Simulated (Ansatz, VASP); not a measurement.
# CsPbI2Br in two plane-wave programs, part 2 of 2

Aim: how closely do two programs agree when they are given the same cell, functional and k mesh? The cell is taken from a series of runs on this material, whose earlier steps may have relaxed, scaled, displaced or heated it; both programs get it as it stands.

VASP 6.6.1 and Ansatz 0.2.0.

So far: The structure; Ansatz: single point, HSE06.

**3. VASP: single point, HSE06**

Level of this step: HSE06; plane waves and PAW (Cs_sv, Pb_d, I, Br) (VASP).

The same cell, functional and mesh now go to VASP, with its own data sets.

Lines of VASP's logs that name or quote its potential files are left out, and so is its time.

The run reads the wave functions of an earlier VASP run, which isn't shown here.

Input file INCAR:

```
SYSTEM = CsPbI2Br
PREC = Accurate
ENCUT = 400
EDIFF = 1E-06
NELM = 100
ISMEAR = 0
SIGMA = 0.01
LREAL = .FALSE.
ALGO = Normal
LHFCALC = .TRUE.
AEXX = 0.25
GGA = PE
HFSCREEN = 0.208
LASPH = .TRUE.
NBANDS = 28
PRECFOCK = Fast
LORBIT = 11
LWAVE = .FALSE.
LCHARG = .FALSE.
ISIF = 2
```

Input file POSCAR:

```
CsPbI2Br
1.0
    6.1202841600      0.0000000000      0.0000000000
    0.0000000000      6.1202841600      0.0000000000
    0.0000000000      0.0000000000      5.7237312000
Cs Pb I Br
1 1 2 1
Direct
    0.5000000000      0.5000000000      0.5000000000
    0.0000000000      0.0000000000      0.0000000000
    0.0000000000      0.5000000000      0.0000000000
    0.5000000000      0.0000000000      0.0000000000
    0.0000000000      0.0000000000      0.5000000000
```

Input file KPOINTS:

```
Automatic mesh
0
Gamma
2 2 2
0 0 0
```

PAW data sets: Cs_sv, Pb_d, I and Br (PBE family, release 64).

On the command line:

```sh
$ export OMP_NUM_THREADS=4
$ mpirun -np 1 vasp_std
```

Numbers of over 12 decimals in the logs are rounded to 6 here.

Log:

```text
[banner, memory and clock lines left out]
running    1 mpi-ranks, on    1 nodes
 distrk:  each k-point on    1 cores,    1 groups
 distr:  one band on    1 cores,    1 groups
 Offloading initialized ...    1 GPUs detected
 POSCAR found type information on POSCAR CsPbI Br
 POSCAR found :  4 types and       5 ions
 LDA part: xc-table for (Slater+PW92), standard interpolation
 found WAVECAR, reading the header
 POSCAR, INCAR and KPOINTS ok, starting setup
 FFT: planning ... GRIDC
 FFT: planning ... GRID_SOFT
 FFT: planning ... GRID
 reading WAVECAR
 the WAVECAR file was read successfully
 initial charge from wavefunction
 entering main loop
       N       E                     dE             d eps       ncg     rms          rms(c)
DAV:   1    -0.163754503546E+02   -0.16375E+02   -0.12582E+00   336   0.847E+00    0.500E+00
DAV:   2    -0.163854692439E+02   -0.10019E-01   -0.54741E-02   396   0.125E+00    0.324E+00
DAV:   3    -0.163832018015E+02    0.22674E-02   -0.40717E-03   464   0.454E-01    0.192E+00
DAV:   4    -0.163823804266E+02    0.82137E-03   -0.84964E-04   396   0.198E-01    0.112E+00
DAV:   5    -0.163821568260E+02    0.22360E-03   -0.26706E-04   452   0.107E-01    0.650E-01
DAV:   6    -0.163820912839E+02    0.65542E-04   -0.54615E-05   396   0.517E-02    0.378E-01
DAV:   7    -0.163820748239E+02    0.16460E-04   -0.17320E-05   436   0.285E-02    0.219E-01
DAV:   8    -0.163820721845E+02    0.26395E-05   -0.54260E-06   404   0.162E-02    0.126E-01
DAV:   9    -0.163820728362E+02   -0.65173E-06   -0.16876E-06   304   0.930E-03
   1 F= -.16382073E+02 E0= -.16382073E+02  d E =-.100090E-36
```

OUTCAR, selected parts (step 3):

```text
ion  position               nearest neighbor table
   1  0.500  0.500  0.500-
   2  0.000  0.000  0.000-   5 2.86   5 2.86   3 3.06   4 3.06   3 3.06   4 3.06
   3  0.000  0.500  0.000-   2 3.06   2 3.06
   4  0.500  0.000  0.000-   2 3.06   2 3.06
   5  0.000  0.000  0.500-   2 2.86   2 2.86

  LATTYP: Found a simple tetragonal cell.
 ALAT       =     6.1202841600
 C/A-ratio  =     0.9352067731

 Subroutine GETGRP returns: Found 16 space group operations
 (whereof 16 operations were pure point group operations)

The static configuration has the point symmetry D_4h.

 Found      6 irreducible k-points:

   k-points           NKPTS =      6   k-points in BZ     NKDIM =      8   number of bands    NBANDS=     28

   dimension x,y,z NGX =    40 NGY =   40 NGZ =   40
   dimension x,y,z NGXF=    80 NGYF=   80 NGZF=   80

   ENCUT  =  400.0 eV  29.40 Ry    5.42 a.u.   9.98  9.98  9.33*2*pi/ulx,y,z

   NELECT =      44.0000    total number of electrons

 k-points in reciprocal lattice and weights: Automatic mesh
   0.00000000  0.00000000  0.00000000       0.125
   0.50000000  0.00000000  0.00000000       0.250
   0.50000000  0.50000000  0.00000000       0.125
   0.00000000  0.00000000  0.50000000       0.125
   0.50000000  0.00000000  0.50000000       0.250
   0.50000000  0.50000000  0.50000000       0.125

  exchange ACFDT corr.  =         0.00000000  see jH, gK, PRB 81, 115126

 average (electrostatic) potential at core
       1 -44.0424       2 -89.3705       3 -89.3812       4 -89.3812       5 -59.1322

 E-fermi :   2.3433

 k-point     1 :       0.0000    0.0000    0.0000
  band No.  band energies     occupation
    ...
     18      -0.4725      2.00000
     19      -0.0582      2.00000
     20      -0.0390      2.00000
     21       0.0345      2.00000
     22       0.0345      2.00000
     23       5.6128      0.00000
     24       6.2104      0.00000
     25       6.7135      0.00000
     26       6.8266      0.00000
     27       7.0844      0.00000
    ...

 k-point     2 :       0.5000    0.0000    0.0000
  band No.  band energies     occupation
    ...
     18      -0.4166      2.00000
     19      -0.3704      2.00000
     20      -0.2726      2.00000
     21      -0.1370      2.00000
     22       0.7762      2.00000
     23       4.7782      0.00000
     24       7.1208      0.00000
     25       7.4544      0.00000
     26       7.4885      0.00000
     27       7.6646      0.00000
    ...

 k-point     3 :       0.5000    0.5000    0.0000
  band No.  band energies     occupation
    ...
     18      -0.3768      2.00000
     19      -0.3768      2.00000
     20      -0.0517      2.00000
     21       0.5365      2.00000
     22       1.4805      2.00000
     23       4.3792      0.00000
     24       4.3792      0.00000
     25       7.6465      0.00000
     26       7.8904      0.00000
     27       7.9998      0.00000
    ...

  Total        5.6353868      5.6353868      5.4179440      0.0000000      0.0000000      0.0000000
  in kB       42.1125858     42.1125858     40.4876616      0.0000000      0.0000000      0.0000000
  external PRESSURE =      41.5709444 kB  Pullay stress =       0.0000000 kB

  energy-cutoff  :      400.00
  volume of cell :      214.40
      direct lattice vectors                 reciprocal lattice vectors
     6.120284160  0.000000000  0.000000000     0.163391106  0.000000000  0.000000000
     0.000000000  6.120284160  0.000000000     0.000000000  0.163391106  0.000000000
     0.000000000  0.000000000  5.723731200     0.000000000  0.000000000  0.174711209

 POSITION                                       TOTAL-FORCE (eV/Angst)
 -----------------------------------------------------------------------------------
      3.06014      3.06014      2.86187         0.000000      0.000000      0.000000
      0.00000      0.00000      0.00000         0.000000      0.000000      0.000000
      0.00000      3.06014      0.00000         0.000000      0.000000      0.000000
      3.06014      0.00000      0.00000         0.000000      0.000000      0.000000
      0.00000      0.00000      2.86187         0.000000      0.000000      0.000000
 -----------------------------------------------------------------------------------
    total drift:                                0.000013     -0.000009     -0.000019

  FREE ENERGIE OF THE ION-ELECTRON SYSTEM (eV)
  ---------------------------------------------------
  free  energy   TOTEN  =       -16.3820728362 eV

  energy  without entropy=      -16.3820728362  energy(sigma->0) =      -16.38207284

 total charge
# of ion       s       p       d       tot
------------------------------------------
    1        2.143   4.741   0.013   6.897
    2        1.582   0.417   9.875  11.875
    3        1.497   2.943   0.007   4.447
    4        1.497   2.943   0.007   4.447
    5        1.601   3.335   0.008   4.944
--------------------------------------------------
tot          8.321  14.380   9.910  32.610

[... 3 further parts left out ...]
```

The run ends at a pressure of 4.16 GPa.

**4. Comparison**

Known differences besides the potentials themselves: exact exchange at q = 0 is treated differently, which shows on coarse meshes; VASP keeps PBE cores, Ansatz makes them for the functional; fixed occupations in Ansatz, narrow Gaussian smearing in VASP; the data sets hold 64 valence electrons in Ansatz (on its PAW soft_1 files) and 44 in VASP; the cutoff is 420 eV in Ansatz and 400 eV in VASP; VASP takes a coarser grid for exact exchange (PRECFOCK = Fast). Total energies have different zeros and are not compared.

Both answers:

| quantity | Ansatz | VASP | difference |
| --- | --- | --- | --- |
| gap on the k mesh (eV) | 1.582 | 1.577 | +0.005 |

A gap on the mesh is an upper bound, since the band edges may lie between its points; neither run holds spin-orbit coupling, which can move the band edges of a compound of Pb.

**5. Summary of results**

| Quantity | Value |
| --- | --- |
| difference in gap on the k mesh (single point, HSE06) | 0.0049 eV |

What this shows: The difference in gap on the k mesh is 0.0049 eV (single point, HSE06), within the 0.08 eV picked in this series as the mark of a large difference. The data sets hold unlike numbers of valence electrons (64 in Ansatz and 44 in VASP), so part of the differences comes from the potentials. Such differences can come from data sets, numerical settings and the points named under the comparisons, not from the functional's error against experiment.

[Lines on the potential files, build, host, timing and source positions are cut from VASP's logs without a mark.]

[Logs are printed without paths, hosts, clocks, repeated set-up lines and the standing remarks that a program may print on its own settings, such as how far it seeks lower states.]

[Hosts, paths, dates, database ids (printed as entryN), source tags and the programs' standing remarks are cut or masked in the printed files.]
